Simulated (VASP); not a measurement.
Input for VASP

### KPOINTS
```
Automatic mesh
0
Gamma
10 10 6
0 0 0
```

### INCAR
```
LREAL  =  .False.   ! projection in real space or not
LWAVE  =  .False.
GGA  =  PS   ! PBEsol
SIGMA  =  0.1
EDIFF  =  1E-6
ENCUT  =  400
LCHARG  =  .False.
LMAXMIX  =  6
ISIF  =  2   ! forces and stress, cell fixed
SYSTEM  =  W2N
ALGO  =  Normal   ! blocked Davidson
NELM  =  100   ! most electronic steps
ISMEAR  =  0
LASPH  =  .True.   ! aspherical one-centre terms
PREC  =  Accurate
```

POSCAR:
```
W2N
1
    2.9472350000     0.0000000000     0.0000000000
   -1.4736170000     2.5523800000     0.0000000000
    0.0000000000     0.0000000000     4.7545010000
N W
1 2
Direct
  0.0000000000   0.0000000000   0.0000000000
  0.3333330000   0.6666670000   0.2520000000
  0.6666670000   0.3333330000   0.7480000000
```

POTCAR, in this order: N W_sv (PBE.64 set). Program: vasp_std.

Task: Translate this PBEsol calculation to Ansatz.

Result: One equivalent input (not run):
Ansatz 0.2 input:
```yaml
crystal:
  lattice:
    - [2.9472350, 0.0000000, 0.0000000]
    - [-1.4736170, 2.5523800, 0.0000000]
    - [0.0000000, 0.0000000, 4.7545010]
  atoms:
    - { symbol: N, position: [0.0000000, 0.0000000, 0.0000000] }
    - { symbol: W, position: [0.3333330, 0.6666670, 0.2520000] }
    - { symbol: W, position: [0.6666670, 0.3333330, 0.7480000] }
kpoints:
  mp_grid: { grid: [10, 10, 6] }
hamiltonian:
  xc: pbesol
  pseudopotentials: { kind: paw }
scf:
  occupations: { method: gaussian, width: 0.1 }
  max_iter: 100
output: { forces: true, stress: true, eigenvalues: true }
```
The two are equivalent in intent, not identical: each code has its own PAW files, so the cut-off isn't converted (ENCUT is set for VASP's; basis.ecutwfc is left out, and Ansatz then takes the one that its files recommend); Ansatz stops its SCF on the density residual and VASP on the energy change (EDIFF).

The structure was generated: W2N was put into an ordered model structure, which need not be its known phase. The cell was not relaxed at this level. The run is one of a series of settings (GGA = PS against the base run), some of them coarse on purpose.
